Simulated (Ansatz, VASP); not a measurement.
# One calculation of BaP4, two programs

Contents of INCAR:

```
SYSTEM = BaP4
PREC = Accurate
ENCUT = 520
EDIFF = 1E-6
ISMEAR = 0
SIGMA = 0.1
LREAL = .False.
LASPH = .True.
NELM = 100
ALGO = Normal
ISIF = 2
LWAVE = .False.
LCHARG = .True.
GGA = PE
LELF = .True.
LVHAR = .True.
NBANDS = 23
```

KPOINTS

```
Automatic mesh
0
Gamma
  4 4 4
  0 0 0
```

POSCAR

```
BaP4
1.0
    6.3570548100      0.0000000000      0.0000000000
    0.0000000000      6.3570548100      0.0000000000
    0.0000000000      0.0000000000      6.3570548100
Ba P
1 4
Direct
    0.0000000000      0.0000000000      0.0000000000
    0.0000000000      0.5000000000      0.5000000000
    0.5000000000      0.0000000000      0.5000000000
    0.5000000000      0.5000000000      0.0000000000
    0.5000000000      0.5000000000      0.5000000000
```

Input for Ansatz:

```yaml
crystal:
  lattice:
    - [6.35705481, 0.0, 0.0]
    - [0.0, 6.35705481, 0.0]
    - [0.0, 0.0, 6.35705481]
  atoms:
    - { symbol: Ba, position: [0.0, 0.0, 0.0] }
    - { symbol: P, position: [0.0, 0.5, 0.5] }
    - { symbol: P, position: [0.5, 0.0, 0.5] }
    - { symbol: P, position: [0.5, 0.5, 0.0] }
    - { symbol: P, position: [0.5, 0.5, 0.5] }
basis:
  ecutwfc: 420
kpoints:
  mp_grid: { grid: [4, 4, 4] }
hamiltonian:
  xc: pbe
scf:
  occupations: { method: gaussian, width: 0.1 }
  lower_state_search: "off"
output:
  forces: true
  stress: true
  eigenvalues: true
```

Alike in both runs: task single point; functional PBE; k mesh 4 × 4 × 4; occupations gaussian, width 0.1 eV; no spin polarisation.

|  | VASP | Ansatz |
| --- | --- | --- |
| version | VASP 6.6.1 | Ansatz 0.2.0 |
| potentials or method | VASP PAW PBE potentials, release 64 (Ba_sv, P) | scalar-relativistic, plane waves, PAW |
| plane-wave cutoff (eV) | 520 | 420 |
| valence electrons in the cell | 30 | 30 |

|  | VASP | Ansatz | Ansatz less VASP |
| --- | --- | --- | --- |
| gap on the k mesh at the Fermi level (eV) | none | none | - |
| pressure (GPa) | -8.1 | -8.1 | -0.01 |

A gap of «none» marks a metal or a gap that the smearing closes.

The runs have no spin-orbit coupling, so splittings on Ba are missing.
